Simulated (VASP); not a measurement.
VASP ran on this input.

**POSCAR**
```
KBr
1
    0.0000000000     6.2360100000     6.2360100000
    6.2360100000     0.0000000000     6.2360100000
    6.2360100000     6.2360100000     0.0000000000
K Br
1 1
Direct
  0.0000000000   0.0000000000   0.0000000000
  0.5000000000   0.5000000000   0.5000000000
```

### KPOINTS
```
Automatic mesh
0
Gamma
3 3 3
0 0 0
```

INCAR:
```
SYSTEM = KBr
PREC = Accurate
ENCUT = 400
EDIFF = 1E-6
NELM = 100
ALGO = Normal
LREAL = .FALSE.
LASPH = .TRUE.
ISMEAR = 0
SIGMA = 0.05
GGA = PE
LMAXMIX = 4
LWAVE = .FALSE.
LCHARG = .FALSE.
ISIF = 2
```

POTCAR, in this order: K_sv Br (PBE.64 set). Program: vasp_std.

The resulting files:

**standard output**
```
 POSCAR found type information on POSCAR K Br
 POSCAR found :  2 types and       2 ions
 Reading from existing POTCAR
 Reading from existing POTCAR
 LDA part: xc-table for (Slater+PW92), standard interpolation
 POSCAR, INCAR and KPOINTS ok, starting setup
 WAVECAR not read
 entering main loop
       N       E                     dE             d eps       ncg     rms          rms(c)
DAV:   1     0.101448940449E+03    0.10145E+03   -0.40898E+03   112   0.726E+02
DAV:   2     0.123326915223E+02   -0.89116E+02   -0.80761E+02   136   0.165E+02
DAV:   3    -0.472200227988E+01   -0.17055E+02   -0.16990E+02   128   0.706E+01
DAV:   4    -0.556122852043E+01   -0.83923E+00   -0.83894E+00   140   0.178E+01
DAV:   5    -0.561514015038E+01   -0.53912E-01   -0.53911E-01   140   0.248E+00    0.298E+00
DAV:   6    -0.434572131302E+01    0.12694E+01   -0.12506E+00   100   0.383E+00    0.186E+00
DAV:   7    -0.359251041773E+01    0.75321E+00   -0.10932E+00   100   0.326E+00    0.122E+00
DAV:   8    -0.343352081456E+01    0.15899E+00   -0.12505E-01   116   0.186E+00    0.609E-01
DAV:   9    -0.345373616960E+01   -0.20215E-01   -0.20916E-01   120   0.137E+00    0.566E-01
DAV:  10    -0.348159758385E+01   -0.27861E-01   -0.14680E-01    96   0.135E+00    0.297E-01
DAV:  11    -0.348334014279E+01   -0.17426E-02   -0.10051E-01   104   0.104E+00    0.237E-01
DAV:  12    -0.347764490473E+01    0.56952E-02   -0.20797E-02   100   0.496E-01    0.412E-02
DAV:  13    -0.347806791314E+01   -0.42301E-03   -0.96649E-04   152   0.118E-01    0.362E-02
DAV:  14    -0.347839517629E+01   -0.32726E-03   -0.49070E-04   108   0.756E-02    0.248E-02
DAV:  15    -0.347837289143E+01    0.22285E-04   -0.79302E-05   120   0.324E-02    0.772E-03
DAV:  16    -0.347836808534E+01    0.48061E-05   -0.23875E-05   136   0.159E-02    0.292E-03
DAV:  17    -0.347836655784E+01    0.15275E-05   -0.16400E-06   108   0.660E-03    0.142E-03
DAV:  18    -0.347836651111E+01    0.46729E-07   -0.11479E-07    84   0.184E-03
   1 F= -.34783665E+01 E0= -.34783665E+01  d E =-.193020E-12
```

OUTCAR:
```
------------------------ aborting loop because EDIFF is reached ----------------------------------------
  FORCE on cell =-STRESS in cart. coord.  units (eV):
  Direction    XX          YY          ZZ          XY          YZ          ZX
  --------------------------------------------------------------------------------------
  Total       -1.3896931     -1.3896931     -1.3896931     -0.0000000     -0.0000000      0.0000000
  in kB       -4.5907018     -4.5907018     -4.5907018     -0.0000000     -0.0000000      0.0000000
  external PRESSURE =      -4.5907018 kB  Pullay stress =       0.0000000 kB
  volume of cell :      485.01
      direct lattice vectors                 reciprocal lattice vectors
     0.000000000  6.236010000  6.236010000    -0.080179474  0.080179474  0.080179474
     6.236010000  0.000000000  6.236010000     0.080179474 -0.080179474  0.080179474
     6.236010000  6.236010000  0.000000000     0.080179474  0.080179474 -0.080179474
  FREE ENERGIE OF THE ION-ELECTRON SYSTEM (eV)
  ---------------------------------------------------
  free  energy   TOTEN  =        -3.4783665111 eV

  energy  without entropy=       -3.4783665111  energy(sigma->0) =       -3.47836651
```
(Selected blocks of OUTCAR.)

Question: The run ends quietly. Is anything wrong with it?

Answer: The cause: the lattice was typed in bohr, and VASP reads ångström. The run ends without an error. Against the sound run, the energy per atom (σ→0) rises by 1.368 eV/atom; the pressure falls by 1.20 GPa; the band gap drops by 3.13 eV; the volume rises by 570 %. To mend it, correct POSCAR, correct KPOINTS.
**POSCAR**
```
KBr
1
    0.0000000000     3.3000000000     3.3000000000
    3.3000000000     0.0000000000     3.3000000000
    3.3000000000     3.3000000000     0.0000000000
K Br
1 1
Direct
  0.0000000000   0.0000000000   0.0000000000
  0.5000000000   0.5000000000   0.5000000000
```
File KPOINTS:
```
Automatic mesh
0
Gamma
5 5 5
0 0 0
```
The mended run (PBE GGA, plane waves, VASP's PBE PAW potentials (set 64)) converges, and its OSZICAR ends with
```
   1 F= -.62146744E+01 E0= -.62146744E+01  d E =-.504618E-12
```

The compound is KBr in the rock salt structure. The cell was not relaxed at this level.
